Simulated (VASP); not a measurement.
Given:

```
MoSTe
1.0
    3.30477     0.00000     0.00000
   -1.65239     2.86202     0.00000
    0.00000     0.00000    18.98184
Te Mo S
2 2 2
Cartesian
  0.00000   1.90801  10.86020
  0.00000   1.90801   7.09170
  0.00000   1.90801   2.44612
  1.65239   0.95400   8.97805
  1.65239   0.95400   0.94221
  1.65239   0.95400   3.95553
```

These are PBEsol GGA, VASP's PBE PAW potentials (set 64) (plane waves; VASP) values and carry that method's errors. Run with 400 eV cut-off, 9×9×2 Γ-centred mesh, tetrahedra with Blöchl corrections, potentials Te Mo_sv S.

The cell holds a wide vacuum, so values per volume refer to the whole cell. The cores are frozen, which limits the accuracy of field gradients.

**Question.** Give the principal components of the electric field gradient (V/Å²) and the asymmetry η at each nucleus.

**Answer.** 
```tsv
atom	Vxx	Vyy	Vzz	η
Te1	97.7	97.7	-195.3	0.00
Te2	87.6	87.6	-175.3	0.00
Mo3	47.4	47.4	-94.8	0.00
Mo4	13.4	13.4	-26.8	0.00
S5	33.1	33.1	-66.1	0.00
S6	27.8	27.8	-55.7	0.00
```

The cell is a sheet with vacuum, built from a database entry that may be metastable or hypothetical.
